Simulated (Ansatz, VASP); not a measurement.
# Al (linear Al chain) in two plane-wave programs

One calculation is typed for both programs; each brings its own data sets. How far apart do they land? The cell is taken from a series of runs on this material, whose earlier steps may have relaxed, scaled, displaced or heated it; both programs get it as it stands.

Method: plane waves, with VASP 6.6.1 beside it; LDA, in Ansatz 0.2.0.

## 1. Starting point

The cell holds 1 atom: 1 Al. Cell: a = 7.500 Å, b = 7.500 Å, c = 2.103 Å, α = 90.0°, β = 90.0°, γ = 90.0°. Vacuum lies along a and b. The structure's axis is c.

Coordinates:

```xyz
1
Lattice="7.5000 0.0000 0.0000 0.0000 7.5000 0.0000 0.0000 0.0000 2.1028" Properties=species:S:1:pos:R:3
Al    3.7500    3.7500    0.0000
```

## 2. VASP: single point, LDA, pair 1

A single point takes one fixed geometry, so differences don't come from the geometry; what else differs is listed under the comparison.

Lines of VASP's logs that name or quote its potential files are left out, and so is its time.

INCAR reads:

```
SYSTEM = Al
PREC = Accurate
ENCUT = 500
EDIFF = 1E-06
NELM = 200
ISMEAR = -1
SIGMA = 0.05
LREAL = .FALSE.
ALGO = Normal
GGA = PW92
NBANDS = 8
ISPIN = 2
MAGMOM = 0
LORBIT = 11
LWAVE = .FALSE.
LCHARG = .FALSE.
ISIF = 2
LASPH = .TRUE.
GGA_COMPAT = .FALSE.
```

POSCAR reads:

```
Al
1.0
    7.5000000000      0.0000000000      0.0000000000
    0.0000000000      7.5000000000      0.0000000000
    0.0000000000      0.0000000000      2.1028022026
Al
1
Direct
    0.5000000000      0.5000000000      0.0000000000
```

KPOINTS reads:

```
Automatic mesh
0
Gamma
1 1 39
0 0 0
```

Potentials, in the order of the species: Al (LDA family, release 64).

Command:

```sh
$ mpirun -np 1 vasp_std
```

Numbers of over 12 decimals in the logs are rounded to 6 here.

What it wrote:

```text
[banner, memory and clock lines left out]
running    1 mpi-ranks, on    1 nodes
 distrk:  each k-point on    1 cores,    1 groups
 distr:  one band on    1 cores,    1 groups

 POSCAR found type information on POSCAR Al
 POSCAR found :  1 types and       1 ions
|                                                                             |
|               ----> ADVICE to this user running VASP <----                  |
|                                                                             |
|     You enforced a specific xc type in the INCAR file but a different       |
|     [... a line on the potential file left out ...]
|     I HOPE YOU KNOW WHAT YOU ARE DOING!                                     |
|                                                                             |

 LDA part: xc-table for (Slater(with rela. corr.)+PW92), standard interpolation
 POSCAR, INCAR and KPOINTS ok, starting setup
 FFT: planning ... GRIDC
 FFT: planning ... GRID_SOFT
 FFT: planning ... GRID
 WAVECAR not read
 entering main loop
       N       E                     dE             d eps       ncg     rms          rms(c)
DAV:   1     0.463940012131E+01    0.46394E+01   -0.79644E+02   640   0.178E+02
DAV:   2    -0.169817452570E+01   -0.63376E+01   -0.52058E+01   856   0.245E+01
DAV:   3    -0.183108045800E+01   -0.13291E+00   -0.13180E+00   856   0.478E+00
DAV:   4    -0.183326717545E+01   -0.21867E-02   -0.21863E-02  1008   0.724E-01
DAV:   5    -0.183330205375E+01   -0.34878E-04   -0.34879E-04  1000   0.694E-02    0.273E+00
DAV:   6    -0.155698532709E+01    0.27632E+00   -0.27565E-01   752   0.145E+00    0.154E+00
DAV:   7    -0.143786121911E+01    0.11912E+00   -0.43532E-01   736   0.183E+00    0.220E-01
DAV:   8    -0.143959913669E+01   -0.17379E-02   -0.11544E-02   688   0.469E-01    0.163E-01
DAV:   9    -0.144075604800E+01   -0.11569E-02   -0.48484E-03   712   0.194E-01    0.116E-01
DAV:  10    -0.144152704861E+01   -0.77100E-03   -0.26210E-04   672   0.607E-02    0.576E-02
DAV:  11    -0.144190878844E+01   -0.38174E-03   -0.17796E-04   768   0.397E-02    0.286E-02
DAV:  12    -0.144254058471E+01   -0.63180E-03   -0.25745E-04   720   0.414E-02    0.183E-02
DAV:  13    -0.144262155058E+01   -0.80966E-04   -0.64596E-06   768   0.866E-03    0.343E-03
DAV:  14    -0.144268101796E+01   -0.59467E-04   -0.11067E-05   664   0.928E-03    0.138E-02
DAV:  15    -0.144268126925E+01   -0.25130E-06   -0.13137E-07   872   0.120E-03
   1 F= -.14426813E+01 E0= -.14381062E+01  d E =-.915014E-02  mag=    -0.0000
```

Parts of OUTCAR (step 2):

```text
ion  position               nearest neighbor table
   1  0.500  0.500  0.000-

  LATTYP: Found a simple tetragonal cell.
 ALAT       =     7.5000000000
 C/A-ratio  =     0.2803736270

 Subroutine GETGRP returns: Found 16 space group operations
 (whereof 16 operations were pure point group operations)

The static configuration has the point symmetry D_4h.

 Found     20 irreducible k-points:

   k-points           NKPTS =     20   k-points in BZ     NKDIM =     20   number of bands    NBANDS=      8

   dimension x,y,z NGX =    56 NGY =   56 NGZ =   16
   dimension x,y,z NGXF=   112 NGYF=  112 NGZF=   32

   ENCUT  =  500.0 eV  36.75 Ry    6.06 a.u.  13.67 13.67  3.83*2*pi/ulx,y,z

   NELECT =       3.0000    total number of electrons

 k-points in reciprocal lattice and weights: Automatic mesh
   0.00000000  0.00000000  0.00000000       0.026
   0.00000000  0.00000000  0.02564103       0.051
   0.00000000  0.00000000  0.05128205       0.051
   0.00000000  0.00000000  0.07692308       0.051
   0.00000000  0.00000000  0.10256410       0.051
   0.00000000  0.00000000  0.12820513       0.051
   0.00000000  0.00000000  0.15384615       0.051
   0.00000000  0.00000000  0.17948718       0.051
   0.00000000  0.00000000  0.20512821       0.051
[...]
0.00000000  0.00000000  0.46153846       0.051
   0.00000000  0.00000000  0.48717949       0.051

 average (electrostatic) potential at core
       1 -80.8343

 E-fermi :  -2.8010

 spin component 1
 k-point     1 :       0.0000    0.0000    0.0000
  band No.  band energies     occupation
      1      -9.4892      1.00000
      2      -3.2934      0.99995
      3      -3.2934      0.99995
      4       0.2604      0.00000
      5       1.4280      0.00000
      6       2.4653      0.00000
      7       3.6493      0.00000
      8       3.6493      0.00000

 k-point     2 :       0.0000    0.0000    0.0256
  band No.  band energies     occupation
      1      -9.4677      1.00000
      2      -3.2730      0.99992
      3      -3.2730      0.99992
      4       0.2821      0.00000
      5       1.4503      0.00000
      6       2.4876      0.00000
      7       3.6712      0.00000
      8       3.6712      0.00000

 k-point     3 :       0.0000    0.0000    0.0513
  band No.  band energies     occupation
      1      -9.4032      1.00000
      2      -3.2116      0.99973
      3      -3.2116      0.99973
      4       0.3470      0.00000
      5       1.5173      0.00000
      6       2.5544      0.00000
      7       3.7369      0.00000
      8       3.7369      0.00000

 k-point     4 :       0.0000    0.0000    0.0769
  band No.  band energies     occupation
      1      -9.2960      1.00000
      2      -3.1093      0.99790
      3      -3.1093      0.99790
      4       0.4550      0.00000
      5       1.6288      0.00000
      6       2.6657      0.00000
      7       3.8463      0.00000
      8       3.8463      0.00000

 k-point     5 :       0.0000    0.0000    0.1026
  band No.  band energies     occupation
      1      -9.1463      1.00000
      2      -2.9660      0.96444
      3      -2.9660      0.96444
      4       0.6058      0.00000
      5       1.7850      0.00000
      6       2.8215      0.00000
      7       3.9995      0.00000
      8       3.9995      0.00000

 k-point     6 :       0.0000    0.0000    0.1282
  band No.  band energies     occupation
      1      -8.9546      1.00000
      2      -2.7819      0.40549
      3      -2.7819      0.40549
      4       0.7987      0.00000
      5       1.9858      0.00000
      6       3.0217      0.00000
    ...

  Total        0.1473300      0.1473300      9.6995317      0.0000000      0.0000000     -0.0000000
  in kB        1.9956335      1.9956335    131.3833704      0.0000000      0.0000000     -0.0000000
  external PRESSURE =      45.1248792 kB  Pullay stress =       0.0000000 kB

  energy-cutoff  :      500.00
  volume of cell :      118.28
      direct lattice vectors                 reciprocal lattice vectors
     7.500000000  0.000000000  0.000000000     0.133333333  0.000000000  0.000000000
     0.000000000  7.500000000  0.000000000     0.000000000  0.133333333  0.000000000
     0.000000000  0.000000000  2.102802203     0.000000000  0.000000000  0.475555903

 POSITION                                       TOTAL-FORCE (eV/Angst)
 -----------------------------------------------------------------------------------
      3.75000      3.75000      0.00000         0.000000      0.000000      0.000000
 -----------------------------------------------------------------------------------
    total drift:                               -0.000000     -0.000000     -0.000000

  FREE ENERGIE OF THE ION-ELECTRON SYSTEM (eV)
  ---------------------------------------------------
  free  energy   TOTEN  =        -1.4426812693 eV

  energy  without entropy=       -1.4335311296  energy(sigma->0) =       -1.43810620

 total charge
# of ion       s       p       d       tot
------------------------------------------
    1        0.531   0.457   0.000   0.989

 magnetization (x)
# of ion       s       p       d       tot
------------------------------------------
    1        0.000  -0.000   0.000  -0.000

[... 6 further parts left out ...]
```

This run allows spin, but its moments start at zero, where symmetry between the spins tends to hold them. Its electron count is odd, so without a moment it is a metal by construction.

## 3. Ansatz: single point, LDA, pair 1

Ansatz runs on its default PAW (the set named soft_2) files.

The same cell, functional (in two slightly different forms), mesh and smearing now go to Ansatz, which takes its cutoff from its data sets.

input.yaml reads:

```yaml
crystal:
  lattice:
    - [7.5, 0.0, 0.0]
    - [0.0, 7.5, 0.0]
    - [0.0, 0.0, 2.1028022026]
  atoms:
    - { symbol: Al, position: [0.5, 0.5, 0.0], spin: 0.5 }
magnetization:
  spin_polarized: true
kpoints:
  mp_grid: { grid: [1, 1, 39] }
scf:
  occupations: { method: fermi_dirac, width: 0.05 }
hamiltonian:
  xc: lda
output:
  transmission:
    e_range: [-2, 2]
    de: 0.035
    kmesh: [1, 1]
    reduced_basis: true
    leads: [[0, 0]]
  stress: true
```

Command:

```sh
$ ansatz run input.yaml --threads 4 --pin off --max-ram 8192MiB --backend cpu --events-out ev --progress --plain --runs-dir out
```

What it wrote:

```text
Engine: ansatz 0.2.0, aarch64-unknown-linux-gnu
Pseudopotentials: kind: paw
Pseudopotential: Al, paw, valence charge 3, recommended cutoff 420 eV (normal), Al.paw.azcp
Functional definition: SPW92
  exchange = slater_x
  correlation = pw_c
Crystal: 1 atoms, lattice volume = 118.283 Å³
Basis set: ecut = 420 eV, 2335 PW (Γ)
Bands: 6, of which v1, the nominal top of the filled ones, is band 2 counted from 1 (1 counted from 0)
Symmetry: 16 space group operations
Space group: P4/mmm (ITA 123), of the structure as read, at distance tolerance 4.9e-5 Å
Magnetic group: BNS 123.339 (UNI 999), of the structure as read, at distance tolerance 4.9e-5 Å
k-points: 20 of 39
Non-local potential: Al, projectors of the file, l = 0: 2, l = 1: 2, l = 2: 1
PAW form: soft (Blöchl's): semilocal exchange-correlation on the pseudo side does not see the compensation charge
PAW frozen core: Al, regenerated for the run's functional, and the local potential with it (the file was generated under x = pbe(κ = 0.804, μ = 0.219515), c = pbe(β = 0.066725))
PAW one-centre angular grid: Al, 110 points (default); XC on 64 Gauss nodes
Initial density: superposition of atomic densities (neutral atoms: chi_scale 0, normalization atom)
Starting moments: Σ|m| = 0.5 μB on 1 of 1 site
Initial wavefunctions: pseudopotential atomic-orbital guess
Functional: x = slater, c = lda
SCF iter   1: F=—  HF=-510.539967 eV  |F-HF|=—  |Δ(HF+E_count)|=         —  Δρ=1.34e-2 (↑1.04e-2 ↓1.34e-2)  dr2=9.81e-1  dr2_m=9.45e-3  M=0.230 μB ∫|m|=0.230 μB  β_m=0.30  ethr=3.10e-3  ⟨swp⟩=6.8  Hψ=2944  notcnv=0
preconditioner: auto → LDOS  [metal: Δε(μ)=0.031 eV  Ē_g=8.326 eV  σ=0.050 eV  W_gap=0.15  n_scr=8 (ndim 8)  ℏωp=5.7 eV  f_vac=0.380  D(μ)=1.27/eV (n_scr^D=8)]
spin=Collinear: LDOS preconditioning applied to the charge; magnetization (m = ρ↑ − ρ↓) channel mixes plain (no charge-response kernel on spin).
SCF iter   2: F=—  HF=-510.325924 eV  |F-HF|=—  |Δ(HF+E_count)|=   2.14e-1  Δρ=9.05e-3 (↑6.52e-3 ↓9.05e-3)  dr2=4.63e-1  dr2_m=6.31e-3  M=0.184 μB ∫|m|=0.184 μB  β_m=0.30  ethr=3.10e-3  ⟨swp⟩=2.0  Hψ=659  notcnv=0  defer=12
SCF iter   3: F=—  HF=-510.134592 eV  |F-HF|=—  |Δ(HF+E_count)|=   1.91e-1  Δρ=3.00e-3 (↑2.75e-3 ↓3.00e-3)  dr2=2.80e-2  dr2_m=4.05e-3  M=0.145 μB ∫|m|=0.145 μB  β_m=0.30  ethr=3.10e-3  ⟨swp⟩=2.4  Hψ=463  notcnv=0  defer=12
SCF iter   4: F=—  HF=-510.140897 eV  |F-HF|=—  |Δ(HF+E_count)|=   6.31e-3  Δρ=2.23e-3 (↑1.13e-3 ↓2.23e-3)  dr2=1.41e-2  dr2_m=2.45e-3  M=0.123 μB ∫|m|=0.123 μB  β_m=0.30  ethr=9.32e-4  ⟨swp⟩=1.9  Hψ=370  notcnv=0  defer=19
SCF iter   5: F=—  HF=-510.139333 eV  |F-HF|=—  |Δ(HF+E_count)|=   1.56e-3  Δρ=1.25e-3 (↑1.25e-3 ↓1.24e-3)  dr2=3.52e-4  dr2_m=1.55e-3  M=0.105 μB ∫|m|=0.105 μB  β_m=0.30  ethr=4.69e-4  ⟨swp⟩=2.8  Hψ=425  notcnv=0  defer=19
SCF iter   6: F=—  HF=-510.141365 eV  |F-HF|=—  |Δ(HF+E_count)|=   2.03e-3  Δρ=9.80e-4 (↑9.33e-4 ↓9.80e-4)  dr2=8.70e-5  dr2_m=9.80e-4  M=0.091 μB ∫|m|=0.091 μB  β_m=0.30  ethr=1.17e-5  ⟨swp⟩=2.1  Hψ=317  notcnv=0  defer=19
SCF iter   7: F=—  HF=-510.142566 eV  |F-HF|=—  |Δ(HF+E_count)|=   1.20e-3  Δρ=7.67e-4 (↑7.63e-4 ↓7.67e-4)  dr2=1.42e-6  dr2_m=6.34e-4  M=0.078 μB ∫|m|=0.079 μB  β_m=0.30  ethr=2.90e-6  ⟨swp⟩=1.9  Hψ=296  notcnv=0  defer=19
Mixer restart at iter 7: flushing history
spin-set hold released at iteration 7 (site moments contracting): the magnetisation degrees of freedom join the quasi-Newton model from the next iteration; the mixer history was flushed
SCF iter   8: F=—  HF=-510.143352 eV  |F-HF|=—  |Δ(HF+E_count)|=   7.86e-4  Δρ=6.23e-4 (↑6.21e-4 ↓6.23e-4)  dr2=7.73e-7  dr2_m=4.19e-4  M=0.068 μB ∫|m|=0.068 μB  β_m=0.51  ethr=4.73e-8  ⟨swp⟩=2.0  Hψ=292  notcnv=0  defer=19
SCF iter   9: F=—  HF=-510.145009 eV  |F-HF|=—  |Δ(HF+E_count)|=   1.66e-3  Δρ=1.97e-4 (↑1.97e-4 ↓1.96e-4)  dr2=1.42e-8  dr2_m=4.18e-5  M=0.028 μB ∫|m|=0.029 μB  β_m=0.82  ethr=3.33e-9  ⟨swp⟩=6.9  Hψ=1980  notcnv=0
SCF iter  10: F=—  HF=-510.145285 eV  |F-HF|=—  |Δ(HF+E_count)|=   2.76e-4  Δρ=2.86e-5 (↑2.66e-5 ↓2.86e-5)  dr2=1.24e-8  dr2_m=8.26e-7  M=0.003 μB ∫|m|=0.004 μB  β_m=0.91  ethr=4.73e-10  ⟨swp⟩=8.9  Hψ=1565  notcnv=0
SCF iter  11: F=—  HF=-510.145290 eV  |F-HF|=—  |Δ(HF+E_count)|=   5.00e-6  Δρ=1.77e-6 (↑1.77e-6 ↓1.39e-6)  dr2=3.74e-10  dr2_m=2.66e-9  M=-0.000 μB ∫|m|=0.000 μB  β_m=0.96  ethr=4.15e-10  ⟨swp⟩=7.0  Hψ=1385  notcnv=0
SCF iter  12: F=—  HF=-510.145290 eV  |F-HF|=—  |Δ(HF+E_count)|=   5.78e-9  Δρ=1.97e-7 (↑1.27e-7 ↓1.97e-7)  dr2=6.58e-11  dr2_m=1.55e-11  M=0.000 μB ∫|m|=0.000 μB  β_m=0.89  ethr=1.25e-11  ⟨swp⟩=3.0  Hψ=465  notcnv=0
SCF iter  13: F=-510.145290 eV  HF=-510.145290 eV  |F-HF|=9.66e-13  |Δ(HF+E_count)|=  5.37e-11  Δρ=2.35e-8 (↑2.35e-8 ↓2.33e-8)  dr2=1.51e-13  dr2_m=5.60e-13  M=0.000 μB ∫|m|=0.000 μB  ethr=2.19e-12  ⟨swp⟩=2.1  Hψ=408  notcnv=0
SCF 1 converged in 13 iterations: F = -510.145290 eV  dr2 = 1.51e-13
  greatest PAW one-centre occupation: 0.547 electrons in one spin orbital (limit 2), on the Al atom at site 0 (counted from 0), in its partial waves of l = 0
WARN: the starting moments were not kept: the SCF closed with an absolute magnetisation of 1.8e-6 μB, where they sum to 0.5 μB in size (1 site). That is at most 0.1 of that sum. Measured as dr2_m measures the in/out step, that magnetisation stands 3.2e-13 eV from none, at or under the dr2_threshold of 1.0e-7 eV: it is no larger than a step whose dr2_m would equal this threshold. The system may hold no moment; this SC [...]
transmission: 6 of 36 steps passed
transmission: 9 of 36 steps passed
[...]
transmission: 36 of 36 steps passed
SCF converged after 13 iterations
Magnetization: 0.0000 μB (1.5000 up, 1.5000 down)
Absolute magnetization: 0.0000 μB (∫|ρ↑−ρ↓|, with the PAW one-centre terms)
Spin contamination: 0.0000 ħ² per cell (⟨S²⟩ above its minimum at these occupations)
Per-site moments (μB) at R_I (Å): [(2.6754988941873545e-7, 0.867406)]
Free energy (F): -510.145290 eV
Harris-Foulkes:  -510.145290 eV  (|F-HF|=9.66e-13)
Internal energy: -510.136130 eV  (E = F + TS)
E sigma→0 (E₀):  -510.140710 eV
Entropy (-TS):   -0.009160 eV (-9.160 meV/atom)
Fermi energy:    -2.805515 eV
--- Per-component energies (eV) ---
  E_band       = -17.216264
  E_kinetic    = 22.161873
  E_local      = -88.108552  (includes V_loc(G=0)·N_el)
  E_nonlocal   = 13.668393
  E_hartree    = 33.319934
  E_xc         = -37.519707
  E_vxc        = -26.762861  (∫ρ·V_xc dr)
  E_paw        = -444.171389  (= ΣΔE_a)
  E_vpaw       = -4.814977  (= ΣTr[D̂ρ^β])
  E_aug_tail   = -0.000005  (compensation charges beyond the density's cutoff)
  E_ewald      = -9.542394
  E_core_change = 0.055717  (= ΣΔE_core)
  E_smearing   = -0.009160  (= −TS)
  E_closure    = 0.000000  (closes the sum)
  Σ components = -510.145290   (vs F -510.145290, Δ=0.00e0)
--- Stress (GPa, compression-positive) ---
        0.201142       0.000000       0.000000
        0.000000       0.201142       0.000000
        0.000000       0.000000      12.979426
  P = ⅓ Tr σ = 4.4606 GPa (44.606 kbar)
--- Band table (eV; the first three rows and the last of 40) ---
  k-point 0 ↑: bands = ["-9.5052", "-3.2973", "-3.2973", "0.2477", "1.4176", "2.4542"]
  k-point 1 ↑: bands = ["-9.4837", "-3.2768", "-3.2768", "0.2693", "1.4399", "2.4765"]
  k-point 2 ↑: bands = ["-9.4192", "-3.2155", "-3.2155", "0.3342", "1.5068", "2.5432"]
  k-point 19 ↓: bands = ["-3.3665", "0.4392", "3.9938", "3.9938", "4.9348", "4.9348"]
--- Transmission ---
  basis      : 497 plane waves across, 3 finite elements along
  points     : 1, standing for a mesh of 1 x 1
  filling    : by the input's occupations and mesh, since the crystals that have channels conduct as metals do. If one of these is a semiconductor, that mesh has misplaced its level
  energies   : 115 from -2.000000 to 1.990000 eV about the Fermi level, 0.035000 eV apart; the leads are filled to 0.000000 eV, and channels, transmission and decay are at -0.005000 eV
  crystal 0  : Al1, at the sites [0, 0], period 2.1028 Å: whole cells are its period
    offset         : up to 0.0000 Å between an atom of the period and one for which it stands
    filled         : 5.2 meV over the level at which it is neutral
    channels       : 2.000000e0 up, 2.000000e0 down
    conductance    : 2.7549e14 S/m² at 300 K; may be off by some 0.0 % by where its bands' edges are placed, 0.0 % from the distance to neutral
```

## 4. Differences

Known differences besides the potentials themselves: the cutoff is 420 eV in Ansatz and 500 eV in VASP; VASP's log shows a relativistic correction to its local exchange, Ansatz's none. Total energies have different zeros and are not compared.

The two programs side by side:

| quantity | Ansatz | VASP | difference |
| --- | --- | --- | --- |
| pressure (GPa) | 4.46 | 4.51 | -0.05 |

## 5. VASP: single point, LDA, pair 2

A single point takes one fixed geometry, so differences don't come from the geometry; what else differs is listed under the comparison. The cell compared in this pair holds 123.66 Å³, against 118.28 Å³ for the pair before.

INCAR: that of step 2 with these lines changed.

```diff
@@ -12,3 +12,3 @@
 ISPIN = 2
-MAGMOM = 0
+MAGMOM = -0
 LORBIT = 11
```

POSCAR: that of step 2 with these lines changed.

```diff
@@ -4,3 +4,3 @@
     0.0000000000      7.5000000000      0.0000000000
-    0.0000000000      0.0000000000      2.1028022026
+    0.0000000000      0.0000000000      2.1983841209
 Al
```

KPOINTS reads:

```
Automatic mesh
0
Gamma
1 1 37
0 0 0
```

Command:

```sh
$ mpirun -np 1 vasp_std
```

What it wrote:

```text
[banner, memory and clock lines left out]
running    1 mpi-ranks, on    1 nodes
[...]
[... a notice as in an earlier step ...]

 LDA part: xc-table for (Slater(with rela. corr.)+PW92), standard interpolation
 POSCAR, INCAR and KPOINTS ok, starting setup
[...]
entering main loop
       N       E                     dE             d eps       ncg     rms          rms(c)
DAV:   1     0.426480263168E+01    0.42648E+01   -0.81136E+02   608   0.182E+02
DAV:   2    -0.196210289960E+01   -0.62269E+01   -0.54275E+01   792   0.245E+01
DAV:   3    -0.208751019255E+01   -0.12541E+00   -0.12447E+00   880   0.470E+00
DAV:   4    -0.208891267727E+01   -0.14025E-02   -0.14020E-02   872   0.537E-01
[...]
DAV:  13    -0.178238785772E+01   -0.54001E-04   -0.39620E-06   680   0.727E-03    0.428E-03
DAV:  14    -0.178244482440E+01   -0.56967E-04   -0.11352E-05   624   0.952E-03    0.379E-03
DAV:  15    -0.178244501930E+01   -0.19490E-06   -0.92044E-08   872   0.109E-03
   1 F= -.17824450E+01 E0= -.17778701E+01  d E =-.914984E-02  mag=    -0.0000
```

From OUTCAR (step 5):

```text
  Total        0.1561552      0.1561552      5.6968419      0.0000000      0.0000000     -0.0000000
  in kB        2.0232092      2.0232092     73.8105847      0.0000000      0.0000000     -0.0000000
  external PRESSURE =      25.9523344 kB  Pullay stress =       0.0000000 kB

  FREE ENERGIE OF THE ION-ELECTRON SYSTEM (eV)
  ---------------------------------------------------
  free  energy   TOTEN  =        -1.7824450193 eV

  energy  without entropy=       -1.7732951836  energy(sigma->0) =       -1.77787010

 magnetization (x)
# of ion       s       p       d       tot
------------------------------------------
    1       -0.000  -0.000   0.000  -0.000

[... 1 part as in an earlier step ...]

[... 3 further parts left out ...]
[key lines of the parts left out:]
E-fermi :  -2.7405
```

[end of part 1 of 2]

[Lines on the potential files, build, host, timing and source positions are cut from VASP's logs without a mark.]

[Logs are printed without paths, hosts, clocks, repeated set-up lines and the standing remarks that a program may print on its own settings, such as how far it seeks lower states.]

[Hosts, paths, dates, database ids (printed as entryN), source tags and the programs' standing remarks are cut or masked in the printed files.]
